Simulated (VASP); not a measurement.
# Zr: surface energy and work function by face, part 2 of 5

Which face of Zr is cheapest, and which holds its electrons hardest?

VASP 6.6.1; PBEsol; plane waves and PAW (Zr_sv).

So far. Step 3 (The bulk reference, job self-consistent run, k-mesh …): The run ends at a pressure of -0.89 GPa.

## (4) Relaxing the slab, 8 atoms, face Zr(0001)

System of this step: Zr(0001). The cell holds 8 atoms: 8 Zr. Cell: a = 3.186 Å, b = 3.186 Å, c = 32.908 Å, α = 90.0°, β = 90.0°, γ = 60.0°. It derives from Zr. 8 layers of hcp Zr, cut at this functional's lattice. Vacuum lies along c.

All atoms relax at the fixed cell.

The input, INCAR:

```
SYSTEM = Zr
PREC = Normal
ENCUT = 320
EDIFF = 1E-05
NELM = 120
ISMEAR = 1
SIGMA = 0.15
LREAL = .FALSE.
ALGO = Fast
GGA = PS
NBANDS = 59
LASPH = .TRUE.
LORBIT = 11
LWAVE = .FALSE.
LCHARG = .FALSE.
KPAR = 4
IBRION = 2
NSW = 40
ISIF = 2
EDIFFG = -0.03
POTIM = 0.4
MAXMIX = 40
```

The input, POSCAR:

```
Zr
1.0
    3.1860636942      0.0000000000      0.0000000000
    1.5930318471      2.7592120973      0.0000000000
    0.0000000000      0.0000000000     32.9083637282
Zr
8
Direct
    0.6666666700      0.6666666700      0.2279055900
    0.0000000000      0.0000000000      0.3056468500
    0.6666666700      0.6666666700      0.3833881100
    0.0000000000      0.0000000000      0.4611293700
    0.6666666700      0.6666666700      0.5388706300
    0.0000000000      0.0000000000      0.6166118900
    0.6666666700      0.6666666700      0.6943531500
    0.0000000000      0.0000000000      0.7720944100
```

The input, KPOINTS:

```
Automatic mesh
0
Gamma
12 12 1
0 0 0
```

PAW data sets: Zr_sv (PBE family, release 64).

Command:

```sh
$ mpirun -np 4 vasp_std
```

Output:

```text
[banner, memory and clock lines left out]
running    4 mpi-ranks, on    1 nodes
 distrk:  each k-point on    1 cores,    4 groups
 distr:  one band on    1 cores,    1 groups

 POSCAR found type information on POSCAR Zr
 POSCAR found :  1 types and       8 ions
 [... a notice as in an earlier step ...]

 LDA part: xc-table for (Slater+PW92), standard interpolation
 POSCAR, INCAR and KPOINTS ok, starting setup
 FFT: planning ... GRIDC
 FFT: planning ... GRID_SOFT
 FFT: planning ... GRID
 WAVECAR not read
 entering main loop
       N       E                     dE             d eps       ncg     rms          rms(c)
DAV:   1     0.754911818828E+03    0.75491E+03   -0.42223E+04  2802   0.110E+03
DAV:   2     0.123366501883E+02   -0.74258E+03   -0.72091E+03  2516   0.383E+02
DAV:   3    -0.620911617731E+02   -0.74428E+02   -0.72185E+02  3540   0.739E+01
DAV:   4    -0.743695607011E+02   -0.12278E+02   -0.12186E+02  3820   0.306E+01
DAV:   5    -0.761154434996E+02   -0.17459E+01   -0.17438E+01  3340   0.835E+00    0.317E+01
RMM:   6    -0.131047096297E+03   -0.54932E+02   -0.12556E+02  2830   0.194E+01    0.211E+01
RMM:   7    -0.130853875481E+03    0.19322E+00   -0.93203E+01  2784   0.168E+01    0.228E+01
RMM:   8    -0.766641291706E+02    0.54190E+02   -0.88483E+00  2620   0.828E+00    0.126E+01
RMM:   9    -0.732351919413E+02    0.34289E+01   -0.33958E+00  3117   0.333E+00    0.102E+01
RMM:  10    -0.713601805607E+02    0.18750E+01   -0.20010E+00  2903   0.286E+00    0.565E+00
RMM:  11    -0.723970786561E+02   -0.10369E+01   -0.19586E+00  2952   0.252E+00    0.645E+00
RMM:  12    -0.709959107394E+02    0.14012E+01   -0.42046E-01  2934   0.156E+00    0.371E+00
RMM:  13    -0.705617971706E+02    0.43411E+00   -0.98183E-01  2940   0.164E+00    0.856E-01
RMM:  14    -0.705746778825E+02   -0.12881E-01   -0.20367E-01  3382   0.865E-01    0.779E-01
RMM:  15    -0.705660608557E+02    0.86170E-02   -0.85632E-02  3562   0.549E-01    0.469E-01
RMM:  16    -0.705624377758E+02    0.36231E-02   -0.47541E-02  3723   0.350E-01    0.149E-01
RMM:  17    -0.705644307295E+02   -0.19930E-02   -0.18791E-02  3675   0.241E-01    0.128E-01
RMM:  18    -0.705653060481E+02   -0.87532E-03   -0.15384E-02  3714   0.178E-01    0.848E-02
RMM:  19    -0.705658093914E+02   -0.50334E-03   -0.67794E-03  3532   0.131E-01    0.321E-02
RMM:  20    -0.705662861905E+02   -0.47680E-03   -0.47894E-03  3441   0.964E-02    0.244E-02
RMM:  21    -0.705666839776E+02   -0.39779E-03   -0.33407E-03  3337   0.748E-02    0.377E-02
RMM:  22    -0.705668918281E+02   -0.20785E-03   -0.24059E-03  3207   0.599E-02    0.124E-02
WARNING in EDDRMM: call to ZHEGV failed, returncode =   6  3     26
RMM:  23    -0.705670932552E+02   -0.20143E-03   -0.18360E-03  2986   0.443E-02    0.122E-02
RMM:  24    -0.705672460569E+02   -0.15280E-03   -0.14103E-03  2724   0.353E-02    0.766E-03
RMM:  25    -0.705673850214E+02   -0.13896E-03   -0.11473E-03  2620   0.297E-02    0.458E-03
RMM:  26    -0.705674939225E+02   -0.10890E-03   -0.94480E-04  2086   0.225E-02    0.256E-03
RMM:  27    -0.705675959381E+02   -0.10202E-03   -0.82360E-04  2118   0.195E-02    0.264E-03
RMM:  28    -0.705676720142E+02   -0.76076E-04   -0.70001E-04  1686   0.153E-02    0.175E-03
RMM:  29    -0.705677416266E+02   -0.69612E-04   -0.64185E-04  1562   0.135E-02    0.188E-03
RMM:  30    -0.705677991885E+02   -0.57562E-04   -0.56419E-04  1332   0.116E-02    0.175E-03
RMM:  31    -0.705678528479E+02   -0.53659E-04   -0.53317E-04  1243   0.104E-02    0.238E-03
WARNING in EDDRMM: call to ZHEGV failed, returncode =   6  3     43
RMM:  32    -0.705679007736E+02   -0.47926E-04   -0.47402E-04  1068   0.935E-03    0.295E-03
RMM:  33    -0.705679463667E+02   -0.45593E-04   -0.45450E-04  1027   0.871E-03    0.357E-03
RMM:  34    -0.705679880011E+02   -0.41634E-04   -0.41500E-04   962   0.816E-03    0.407E-03
RMM:  35    -0.705680280697E+02   -0.40069E-04   -0.39793E-04   959   0.776E-03    0.475E-03
RMM:  36    -0.705680646988E+02   -0.36629E-04   -0.36357E-04   879   0.745E-03    0.555E-03
RMM:  37    -0.705681002478E+02   -0.35549E-04   -0.35415E-04   860   0.717E-03    0.615E-03
RMM:  38    -0.705681324803E+02   -0.32232E-04   -0.32294E-04   765   0.692E-03    0.648E-03
RMM:  39    -0.705681640698E+02   -0.31589E-04   -0.31651E-04   763   0.666E-03    0.686E-03
RMM:  40    -0.705681926853E+02   -0.28616E-04   -0.28753E-04   713   0.654E-03    0.714E-03
RMM:  41    -0.705682208203E+02   -0.28135E-04   -0.28388E-04   742   0.657E-03    0.733E-03
RMM:  42    -0.705682465514E+02   -0.25731E-04   -0.25925E-04   709   0.637E-03    0.758E-03
RMM:  43    -0.705682718358E+02   -0.25284E-04   -0.25481E-04   689   0.620E-03    0.783E-03
RMM:  44    -0.705682949547E+02   -0.23119E-04   -0.23315E-04   674   0.622E-03    0.809E-03
RMM:  45    -0.705683177874E+02   -0.22833E-04   -0.23044E-04   659   0.608E-03    0.832E-03
RMM:  46    -0.705683388438E+02   -0.21056E-04   -0.21205E-04   680   0.600E-03    0.860E-03
RMM:  47    -0.705683596972E+02   -0.20853E-04   -0.20805E-04   651   0.590E-03    0.902E-03
RMM:  48    -0.705683788160E+02   -0.19119E-04   -0.19353E-04   664   0.592E-03    0.923E-03
RMM:  49    -0.705683973827E+02   -0.18567E-04   -0.19071E-04   617   0.576E-03    0.924E-03
RMM:  50    -0.705684135892E+02   -0.16206E-04   -0.17397E-04   642   0.567E-03    0.873E-03
RMM:  51    -0.705684294065E+02   -0.15817E-04   -0.17223E-04   710   0.579E-03    0.803E-03
RMM:  52    -0.705684449154E+02   -0.15509E-04   -0.15857E-04   625   0.560E-03    0.811E-03
RMM:  53    -0.705684604612E+02   -0.15546E-04   -0.15645E-04   602   0.552E-03    0.836E-03
RMM:  54    -0.705684747381E+02   -0.14277E-04   -0.14582E-04   579   0.552E-03    0.848E-03
RMM:  55    -0.705684888170E+02   -0.14079E-04   -0.14338E-04   563   0.540E-03    0.860E-03
RMM:  56    -0.705685021761E+02   -0.13359E-04   -0.13474E-04   585   0.538E-03    0.886E-03
RMM:  57    -0.705685150030E+02   -0.12827E-04   -0.13117E-04   550   0.523E-03    0.896E-03
RMM:  58    -0.705685268458E+02   -0.11843E-04   -0.12122E-04   555   0.528E-03    0.906E-03
RMM:  59    -0.705685384169E+02   -0.11571E-04   -0.12097E-04   568   0.530E-03    0.897E-03
RMM:  60    -0.705685490937E+02   -0.10677E-04   -0.11182E-04   592   0.532E-03    0.886E-03
RMM:  61    -0.705685595995E+02   -0.10506E-04   -0.11153E-04   602   0.529E-03    0.873E-03
RMM:  62    -0.705685693773E+02   -0.97779E-05   -0.10370E-04   614   0.524E-03    0.855E-03
RMM:  63    -0.705685794337E+02   -0.10056E-04   -0.10275E-04   526   0.507E-03    0.866E-03
RMM:  64    -0.705685886640E+02   -0.92303E-05   -0.94904E-05   528   0.506E-03
   1 F= -.70568589E+02 E0= -.70572637E+02  d E =-.705686E+02
 curvature:   0.00 expect dE= 0.000E+00 dE for cont linesearch  0.000E+00
 trial: gam= 0.00000 g(F)=  0.535E-01 g(S)=  0.000E+00 ort = 0.000E+00 (trialstep = 0.100E+01)
 search vector abs. value=  0.535E-01
 bond charge predicted
       N       E                     dE             d eps       ncg     rms          rms(c)
DAV:   1    -0.705948110638E+02   -0.26232E-01   -0.11047E+01  2416   0.176E+01    0.577E-01
RMM:   2    -0.706959428182E+02   -0.10113E+00   -0.30368E-01  2538   0.237E+00    0.128E+00
RMM:   3    -0.706377304730E+02    0.58212E-01   -0.41488E-02  2726   0.912E-01    0.782E-01
RMM:   4    -0.706160202608E+02    0.21710E-01   -0.67401E-02  2972   0.640E-01    0.636E-01
RMM:   5    -0.706251498140E+02   -0.91296E-02   -0.34333E-02  3342   0.328E-01    0.675E-01
RMM:   6    -0.706170930342E+02    0.80568E-02   -0.61472E-03  3219   0.201E-01    0.577E-01
RMM:   7    -0.706305899883E+02   -0.13497E-01   -0.10752E-02  3114   0.267E-01    0.704E-01
RMM:   8    -0.706234580446E+02    0.71319E-02   -0.13222E-02  3093   0.394E-01    0.834E-01
RMM:   9    -0.706251135796E+02   -0.16555E-02   -0.28970E-03  2888   0.188E-01    0.841E-01
RMM:  10    -0.706225858223E+02    0.25278E-02   -0.11163E-03  3353   0.948E-02    0.824E-01
RMM:  11    -0.706190740400E+02    0.35118E-02   -0.89389E-04  3116   0.938E-02    0.769E-01
RMM:  12    -0.706167743656E+02    0.22997E-02   -0.20534E-03  3222   0.844E-02    0.782E-01
RMM:  13    -0.706207311487E+02   -0.39568E-02   -0.17709E-02  3812   0.294E-01    0.749E-01
RMM:  14    -0.706187562703E+02    0.19749E-02   -0.48678E-03  3311   0.210E-01    0.743E-01
RMM:  15    -0.706187122355E+02    0.44035E-04   -0.19219E-03  3236   0.126E-01    0.788E-01
RMM:  16    -0.706190165326E+02   -0.30430E-03   -0.82604E-04  3263   0.637E-02    0.806E-01
RMM:  17    -0.706189812570E+02    0.35276E-04   -0.24138E-04  2573   0.366E-02    0.805E-01
RMM:  18    -0.706195538264E+02   -0.57257E-03   -0.22947E-03  3682   0.154E-01    0.803E-01
RMM:  19    -0.706195300087E+02    0.23818E-04   -0.36105E-04  2740   0.414E-02    0.809E-01
RMM:  20    -0.706196884886E+02   -0.15848E-03   -0.19312E-04  2382   0.280E-02    0.813E-01
RMM:  21    -0.706195397363E+02    0.14875E-03   -0.18716E-03  3098   0.107E-01    0.763E-01
RMM:  22    -0.706200157262E+02   -0.47599E-03   -0.62521E-04  2716   0.468E-02    0.756E-01
RMM:  23    -0.706192402670E+02    0.77546E-03   -0.18166E-03  3135   0.100E-01    0.699E-01
RMM:  24    -0.706179276740E+02    0.13126E-02   -0.10978E-03  3121   0.999E-02    0.636E-01
RMM:  25    -0.706172481883E+02    0.67949E-03   -0.11300E-03  2917   0.705E-02    0.579E-01
RMM:  26    -0.706170506031E+02    0.19759E-03   -0.27482E-04  2756   0.477E-02    0.542E-01
RMM:  27    -0.706171610503E+02   -0.11045E-03   -0.14751E-04  2637   0.386E-02    0.519E-01
RMM:  28    -0.706161143671E+02    0.10467E-02   -0.29007E-03  3821   0.236E-01    0.327E-01
RMM:  29    -0.706156850707E+02    0.42930E-03   -0.21167E-03  2968   0.110E-01    0.244E-01
RMM:  30    -0.706158414728E+02   -0.15640E-03   -0.74300E-04  2673   0.550E-02    0.233E-01
RMM:  31    -0.706159659735E+02   -0.12450E-03   -0.19093E-04  2557   0.417E-02    0.224E-01
RMM:  32    -0.706160974116E+02   -0.13144E-03   -0.11499E-04  2476   0.348E-02    0.229E-01
RMM:  33    -0.706162354300E+02   -0.13802E-03   -0.40693E-04  2736   0.445E-02    0.242E-01
RMM:  34    -0.706163992008E+02   -0.16377E-03   -0.19136E-04  2369   0.322E-02    0.248E-01
RMM:  35    -0.706165615845E+02   -0.16238E-03   -0.22409E-04  2406   0.322E-02    0.258E-01
RMM:  36    -0.706165146838E+02    0.46901E-04   -0.57035E-05  1993   0.161E-02    0.254E-01
RMM:  37    -0.706164257294E+02    0.88954E-04   -0.15477E-05  1530   0.105E-02    0.249E-01
RMM:  38    -0.706174352915E+02   -0.10096E-02   -0.10113E-02  3950   0.243E-01    0.141E-01
RMM:  39    -0.706160436249E+02    0.13917E-02   -0.29777E-03  3101   0.147E-01    0.488E-02
RMM:  40    -0.706160688459E+02   -0.25221E-04   -0.18268E-04  2300   0.340E-02    0.311E-02
RMM:  41    -0.706160739740E+02   -0.51281E-05   -0.82862E-05  2252   0.271E-02
   2 F= -.70616074E+02 E0= -.70620174E+02  d E =-.474853E-01
[... from here on, the cycles between the ionic steps are left out ...]
   3 F= -.70665372E+02 E0= -.70669142E+02  d E =-.967836E-01
   4 F= -.70665340E+02 E0= -.70669091E+02  d E =-.967516E-01
[...]
WARNING in EDDRMM: call to ZHEGV failed, returncode =   8  4     25
   5 F= -.70666883E+02 E0= -.70670613E+02  d E =-.154247E-02
[...]
WARNING in EDDRMM: call to ZHEGV failed, returncode =   6  3     41
[...]
WARNING in EDDRMM: call to ZHEGV failed, returncode =   8  4     18
   6 F= -.70668677E+02 E0= -.70672389E+02  d E =-.333680E-02
   7 F= -.70668681E+02 E0= -.70672392E+02  d E =-.334117E-02
   8 F= -.70668684E+02 E0= -.70672395E+02  d E =-.334370E-02
 curvature:  -1.67 expect dE=-0.263E-03 dE for cont linesearch -0.245E-05
 ZBRENT: accuracy reached
 trial: gam= 0.00819 g(F)=  0.157E-03 g(S)=  0.000E+00 ort = 0.460E-04 (trialstep = 0.213E+01)
 search vector abs. value=  0.158E-03
 bond charge predicted
       N       E                     dE             d eps       ncg     rms          rms(c)
DAV:   1    -0.706687014970E+02   -0.20558E-04   -0.14366E-01  2436   0.201E+00    0.704E-02
RMM:   2    -0.706688103509E+02   -0.10885E-03   -0.24037E-03  2364   0.259E-01    0.310E-02
RMM:   3    -0.706688580854E+02   -0.47735E-04   -0.35228E-04  3067   0.726E-02    0.154E-02
RMM:   4    -0.706688613820E+02   -0.32965E-05   -0.90794E-05  2643   0.313E-02
   9 F= -.70668861E+02 E0= -.70672589E+02  d E =-.177457E-03
 trial-energy change:   -0.000177  1 .order   -0.000227   -0.000336   -0.000117
 step:   3.2669(harm=  3.2669)  dis= 0.00440  next Energy=   -70.668942 (dE=-0.258E-03)
 reached required accuracy - stopping structural energy minimisation
```

Wall time 8.8 min (4 MPI ranks of AMD EPYC 7R43, shared host); peak memory 0.86 GiB.

OUTCAR, selected parts (step 4):

```text
  LATTYP: Found a hexagonal cell.
 ALAT       =     3.1860636942
 C/A-ratio  =    10.3288467797

 Subroutine GETGRP returns: Found 12 space group operations
 (whereof  6 operations were pure point group operations)

The static configuration has the point symmetry C_3v.
 The point group associated with its full space group is D_3d.

 Found     19 irreducible k-points:

   k-points           NKPTS =     19   k-points in BZ     NKDIM =     19   number of bands    NBANDS=     59

   dimension x,y,z NGX =    14 NGY =   14 NGZ =  144
   dimension x,y,z NGXF=    28 NGYF=   28 NGZF=  288

   ENCUT  =  320.0 eV  23.52 Ry    4.85 a.u.   4.65  4.65 48.00*2*pi/ulx,y,z

   NELECT =      96.0000    total number of electrons

 E-fermi :   4.2258

 k-point     1 :       0.0000    0.0000    0.0000
  band No.  band energies     occupation
    ...
     38       0.8704      2.00000
     39       1.0585      2.00000
     40       1.0998      2.00000
     41       3.9920      2.04994
     42       4.0258      2.06781
     43       4.3109      0.19037
     44       4.5405     -0.01150
     45       4.8039     -0.00000
     46       4.8087     -0.00000
     47       4.9209     -0.00000
    ...

 k-point     2 :       0.0833    0.0000    0.0000
  band No.  band energies     occupation
    ...
     39       1.2553      2.00000
     40       1.2909      2.00000
     41       3.8708      2.00411
     42       3.8830      2.00572
     43       4.1825      1.46654
     44       4.2894      0.34876
     45       4.5035     -0.02509
     46       4.6201     -0.00128
     47       4.6531     -0.00042
     48       4.7295     -0.00002
    ...

  Total       -2.7212973     -2.7212973     -1.5334389     -0.0000000      0.0000000     -0.0000000
  in kB      -15.0709543    -15.0709543     -8.4924154     -0.0000000      0.0000000     -0.0000000
  external PRESSURE =     -12.8781080 kB  Pullay stress =       0.0000000 kB

  energy-cutoff  :      320.00
  volume of cell :      289.30
      direct lattice vectors                 reciprocal lattice vectors
     3.186063694  0.000000000  0.000000000     0.313866920 -0.181211151  0.000000000
     1.593031847  2.759212097  0.000000000     0.000000000  0.362422302  0.000000000
     0.000000000  0.000000000 32.908363728     0.000000000  0.000000000  0.030387412

 POSITION                                       TOTAL-FORCE (eV/Angst)
 -----------------------------------------------------------------------------------
      3.18606      1.83947      7.58240        -0.000000      0.000000      0.010104
      0.00000      0.00000      9.98759        -0.000000     -0.000000      0.010599
      3.18606      1.83947     12.59801         0.000000     -0.000000      0.007559
      4.77910      2.75921     15.19100         0.000000      0.000000     -0.012312
      3.18606      1.83947     17.71737        -0.000000      0.000000      0.012312
      1.59303      2.75921     20.31035        -0.000000      0.000000     -0.007559
      3.18606      1.83947     22.92077         0.000000      0.000000     -0.010599
      0.00000      0.00000     25.32596         0.000000      0.000000     -0.010104
 -----------------------------------------------------------------------------------
    total drift:                               -0.000113     -0.000065      0.000043

  FREE ENERGIE OF THE ION-ELECTRON SYSTEM (eV)
  ---------------------------------------------------
  free  energy   TOTEN  =       -70.6688613820 eV

  energy  without entropy=      -70.6800451019  energy(sigma->0) =      -70.67258929

 total charge
# of ion       s       p       d       tot
------------------------------------------
    1        2.250   5.926   1.682   9.858
    2        2.241   5.958   1.685   9.885
    3        2.235   5.953   1.658   9.846
    4        2.238   5.954   1.669   9.861
    5        2.238   5.954   1.669   9.861
    6        2.235   5.953   1.658   9.846
    7        2.241   5.958   1.685   9.885
    8        2.250   5.926   1.682   9.858
--------------------------------------------------
tot         17.928  47.582  13.389  78.898

[... 1 part as in an earlier step ...]

[... 7 further parts left out ...]
```

The run keeps the 12 symmetry operations of its start, so it cannot find a distortion of lower symmetry.

The steps of the relaxation:

| step | energy less that of the first step (eV) | largest force (eV/Å) |
| --- | --- | --- |
| 1 | 0.0000 | 0.6170 |
| 2 | -0.0475 | 0.4551 |
| 3 | -0.0968 | 0.1111 |
| 4 | -0.0968 | 0.1146 |
| 5 | -0.0983 | 0.0791 |
| 6 | -0.1001 | 0.0342 |
| 7 | -0.1001 | 0.0331 |
| 8 | -0.1001 | 0.0347 |
| 9 | -0.1003 | 0.0123 |

The atoms that moved most (Å):

| atom | dx | dy | dz | length |
| --- | --- | --- | --- | --- |
| Zr8 | 0.000 | 0.000 | -0.082 | 0.082 |
| Zr1 | 0.000 | 0.000 | 0.082 | 0.082 |
| Zr7 | 0.000 | 0.000 | 0.071 | 0.071 |
| Zr2 | 0.000 | 0.000 | -0.071 | 0.071 |
| Zr3 | 0.000 | 0.000 | -0.019 | 0.019 |
| Zr6 | 0.000 | 0.000 | 0.019 | 0.019 |
| Zr5 | 0.000 | 0.000 | -0.016 | 0.016 |
| Zr4 | 0.000 | 0.000 | 0.016 | 0.016 |

Final coordinates:

```xyz
8
Lattice="3.1861 0.0000 0.0000 1.5930 2.7592 0.0000 0.0000 0.0000 32.9084" Properties=species:S:1:pos:R:3
Zr    3.1861    1.8395    7.5824
Zr    0.0000    0.0000    9.9876
Zr    3.1861    1.8395   12.5980
Zr    0.0000    0.0000   15.1910
Zr    3.1861    1.8395   17.7174
Zr    0.0000    0.0000   20.3104
Zr    3.1861    1.8395   22.9208
Zr    0.0000    0.0000   25.3260
```

This step gave:

```yaml
electronic_cycles: 154
electrons: 96
free_energy_toten: -70.6689 eV
energy_at_zero_smearing: -70.6726 eV
fermi_energy: 4.226 eV
```

The run ended after 9 ionic steps, 0.100 eV below its first step, once the forces on the free atoms met EDIFFG = -0.03.

(Continued in part 3 of 5.)

[Lines on the potential files, build, host, timing and source positions are cut from VASP's logs without a mark.]

[Logs are printed without paths, hosts, clocks, repeated set-up lines and the standing remarks that a program may print on its own settings, such as how far it seeks lower states.]

[Hosts, paths, dates, database ids (printed as entryN), source tags and the programs' standing remarks are cut or masked in the printed files.]

[Runs that stopped without an error message from VASP are left out.]
